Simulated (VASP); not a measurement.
# Which face does Au expose?, part 2 of 2

Aim: compare the low-index faces of Au at one level of theory.

VASP 6.6.1; PBEsol; plane waves and PAW (Au).

So far. Step 6 (Surface relaxation, 7 atoms, face Au(100)): The run ended after 6 ionic steps, 0.002 eV below its first step, once the forces on the free atoms met EDIFFG = -0.03. Step 7 (Potential and states of the slab, 7 atoms, face Au(100)): The vacuum level lies 5.20 eV above the Fermi level at the upper face; both faces agree, as the slab has next to no dipole.

### Step 8. Surface relaxation, 9 atoms, face Au(110)

System of this step: Au(110). The cell holds 9 atoms: 9 Au. Cell: a = 4.082 Å, b = 2.886 Å, c = 26.546 Å, α = 90.0°, β = 90.0°, γ = 90.0°. It derives from Au. 9 layers of fcc Au, cut at this functional's lattice. Vacuum lies along c.

Contents of INCAR:

```
SYSTEM = Au
PREC = Normal
ENCUT = 320
EDIFF = 1E-05
NELM = 120
ISMEAR = 1
SIGMA = 0.15
LREAL = .FALSE.
ALGO = Fast
GGA = PS
NBANDS = 61
LASPH = .TRUE.
LORBIT = 11
LWAVE = .FALSE.
LCHARG = .FALSE.
KPAR = 4
IBRION = 2
NSW = 40
ISIF = 2
EDIFFG = -0.03
POTIM = 0.4
MAXMIX = 40
```

Contents of POSCAR:

```
Au
1.0
    4.0819858084      0.0000000000      0.0000000000
    0.0000000000      2.8863998458      0.0000000000
    0.0000000000      0.0000000000     26.5455993833
Au
9
Direct
    0.0000000000      0.0000000000      0.2825327100
    0.5000000000      0.5000000000      0.3368995300
    0.0000000000      0.0000000000      0.3912663500
    0.5000000000      0.5000000000      0.4456331800
    0.0000000000      0.0000000000      0.5000000000
    0.5000000000      0.5000000000      0.5543668200
    0.0000000000      0.0000000000      0.6087336500
    0.5000000000      0.5000000000      0.6631004700
    0.0000000000      0.0000000000      0.7174672900
```

Contents of KPOINTS:

```
Automatic mesh
0
Gamma
7 10 1
0 0 0
```

The projector-augmented-wave data sets are Au (PBE family, release 64).

Launch:

```console
$ mpirun -np 4 vasp_std
```

The job ended after 7.4 min (4 MPI ranks of AMD EPYC 7R13 (Zen 3), shared host; peak memory 1 GiB; 24 min of CPU time).

The run keeps the 8 symmetry operations of its start, so it cannot find a distortion of lower symmetry.

Step by step:

```
step  energy less that of the first step (eV)  largest force (eV/Å)
   1                                   0.0000                0.5510
   2                                  -0.0407                0.4161
   3                                  -0.0875                0.2313
   4                                  -0.0889                0.2340
   5                                  -0.1038                0.1778
   6                                  -0.1090                0.0644
   7                                  -0.1100                0.0331
   8                                  -0.1103                0.0333
   9                                  -0.1110                0.0265
```

The atoms that moved most (Å):

```
atom     dx     dy      dz  length
 Au9  0.000  0.000  -0.108   0.108
 Au1  0.000  0.000   0.108   0.108
 Au2  0.000  0.000  -0.089   0.089
 Au8  0.000  0.000   0.089   0.089
 Au3  0.000  0.000   0.034   0.034
 Au7  0.000  0.000  -0.034   0.034
 Au4  0.000  0.000  -0.013   0.013
 Au6  0.000  0.000   0.013   0.013
```

Final coordinates:

```xyz
9
Lattice="4.0820 0.0000 0.0000 0.0000 2.8864 0.0000 0.0000 0.0000 26.5456" Properties=species:S:1:pos:R:3
Au    0.0000    0.0000    7.6082
Au    2.0410    1.4432    8.8544
Au    0.0000    0.0000   10.4205
Au    2.0410    1.4432   11.8170
Au    0.0000    0.0000   13.2728
Au    2.0410    1.4432   14.7286
Au    0.0000    0.0000   16.1251
Au    2.0410    1.4432   17.6912
Au    0.0000    0.0000   18.9374
```

The run ended after 9 ionic steps, 0.111 eV below its first step, once the forces on the free atoms met EDIFFG = -0.03.

### Step 9. Vacuum level and density of states, 9 atoms, face Au(110)

Contents of INCAR:

```
SYSTEM = Au
PREC = Normal
ENCUT = 320
EDIFF = 1E-06
NELM = 120
ISMEAR = 1
SIGMA = 0.15
LREAL = .FALSE.
ALGO = Fast
GGA = PS
NBANDS = 61
LASPH = .TRUE.
LORBIT = 11
LWAVE = .FALSE.
LCHARG = .TRUE.
KPAR = 4
IDIPOL = 3
LDIPOL = .TRUE.
DIPOL = 0.5 0.5 0.5
LVHAR = .TRUE.
LVACPOTAV = .TRUE.
NEDOS = 1500
```

Contents of POSCAR:

```
Au
1.0
    4.0819858084      0.0000000000      0.0000000000
    0.0000000000      2.8863998458      0.0000000000
    0.0000000000      0.0000000000     26.5455993833
Au
9
Direct
    0.0000000000      0.0000000000      0.2866073251
    0.5000000000      0.5000000000      0.3335553730
    0.0000000000      0.0000000000      0.3925495838
    0.5000000000      0.5000000000      0.4451600512
    0.0000000000      0.0000000000      0.5000000000
    0.5000000000      0.5000000000      0.5548399488
    0.0000000000      0.0000000000      0.6074504162
    0.5000000000      0.5000000000      0.6664446270
    0.0000000000      0.0000000000      0.7133926749
```

KPOINTS is that of step 8.

Launch:

```console
$ mpirun -np 4 vasp_std
```

The job ended after 89 s (4 MPI ranks; peak memory 0.97 GiB; 4.8 min of CPU time).

The map of layer states is cut here 0.5 eV above the Fermi level, so it leaves out the states above that.

The vacuum level lies 5.06 eV above the Fermi level at the upper face; both faces agree, as the slab has next to no dipole.

The program found no field-free point at its default tolerance, but its printed level agrees with the flat part of the planar average.

On this mesh the fine structure of the density of states is sampling noise, and high empty states may be cut by the number of bands.

### Step 10. The faces side by side

This step: surfaces of a metal, PBEsol; plane waves and PAW (VASP 6.6.1).

Derived from the runs above.

Symmetric slabs, all atoms free. All faces:

```
   face  layers  area a surface atom (Å²)  work function (eV)  surface energy as cut (J/m²)  surface energy relaxed (J/m²)  change of the top spacing (%)
Au(111)       7                     7.215               5.382                        0.9937                         0.9899                           1.23
Au(100)       7                     8.331               5.196                         1.189                          1.187                          -1.03
Au(110)       9                     11.78               5.062                         1.325                          1.249                         -13.65
```

Each surface energy is the slab's energy less its number of atoms times the bulk energy of -3.9283 eV, over twice the cell's area.

### Step 11. Outcome

| Property | Result |
| --- | --- |
| Au(111) | 0.99 J/m², 5.38 eV |
| Au(100) | 1.19 J/m², 5.20 eV |
| Au(110) | 1.25 J/m², 5.06 eV |

In words: The cheapest face is Au(111) at 0.99 J/m², against 1.19 for Au(100) and 1.25 for Au(110). The work functions are 5.38 eV for Au(111), 5.20 eV for Au(100) and 5.06 eV for Au(110). The densest face has the highest work function, as the smoothing of the electron density over an open face lowers the surface dipole. The densest face is also the cheapest, since it cuts the fewest bonds an area. The top spacing changes by +1.2 % on Au(111), -1.0 % on Au(100) and -13.7 % on Au(110), the most on the most open face. One thickness was run for each face, and bulk and slab meshes don't match, which leaves some hundredths of a J/m². The cells are 1 × 1 and can't reconstruct. Spin-orbit coupling is left out, which matters for a heavy metal.

[Lines on the potential files, build, host, timing and source positions are cut from VASP's logs without a mark.]

[Logs are printed without paths, hosts, clocks, repeated set-up lines and the standing remarks that a program may print on its own settings, such as how far it seeks lower states.]

[Hosts, paths, dates, database ids (printed as entryN), source tags and the programs' standing remarks are cut or masked in the printed files.]

[Runs that stopped without an error message from VASP are left out.]
